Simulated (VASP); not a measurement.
An input for Quantum ESPRESSO's pw.x (written as the equivalent of a VASP run, and not itself run):

```
&CONTROL
  calculation = 'vc-relax'
  pseudo_dir = './pseudo'
  outdir = './out'
  tprnfor = .true.
  tstress = .true.
  nstep = 40
  forc_conv_thr = 0.00078
/
&SYSTEM
  ibrav = 0
  nat = 2
  ntyp = 1
  ecutwfc = 72
  occupations = 'smearing'
  smearing = 'methfessel-paxton'
  degauss = 0.00735
  input_dft = 'pbe'
/
&ELECTRONS
  conv_thr = 7.3e-08
  electron_maxstep = 100
/
&IONS
/
&CELL
/
ATOMIC_SPECIES
  Y 88.906 Y.upf
CELL_PARAMETERS angstrom
     1.8274714   -3.1652736   -0.0000000
     1.8274714    3.1652736    0.0000000
    -0.0000000   -0.0000000    5.6784837
ATOMIC_POSITIONS crystal
  Y    0.3333330  0.6666670  0.2500000
  Y    0.6666670  0.3333330  0.7500000
K_POINTS automatic
  12 12 7 0 0 0
```

Q: Write the VASP files for the same calculation (PBE).

A: One answer among several that fit: 
**INCAR**
```
SYSTEM = Y
PREC = Accurate; ENCUT = 500; LREAL = .FALSE.
LASPH = .TRUE.
EDIFF = 1E-6; NELM = 100; ALGO = Normal
LMAXMIX = 4
ISMEAR = 1; SIGMA = 0.1
GGA = PE
IBRION = 2; NSW = 40; ISIF = 3
EDIFFG = -0.02
LWAVE = .FALSE.; LCHARG = .FALSE.
```

POSCAR:
```
Y
1
    1.8274713899    -3.1652735739    -0.0000000000
    1.8274713899     3.1652735739     0.0000000000
   -0.0000000000    -0.0000000000     5.6784837319
Y
2
Direct
  0.3333330000   0.6666670000   0.2500000000
  0.6666670000   0.3333330000   0.7500000000
```

KPOINTS:
```
Automatic mesh
0
Gamma
12 12 7
0 0 0
```

POTCAR, in this order: Y_sv (PBE.64 set). Program: vasp_std.

Limits of the translation: the potentials are each code's own (VASP's PAW set, PseudoDojo norm-conserving files in pw.x), so ENCUT and ecutwfc are chosen apart and not converted; conv_thr bounds pw.x's estimated SCF error, while EDIFF bounds the energy change between steps; forc_conv_thr acts on force components and is met together with etot_conv_thr.

The compound is Y in the hcp structure. It was relaxed first.
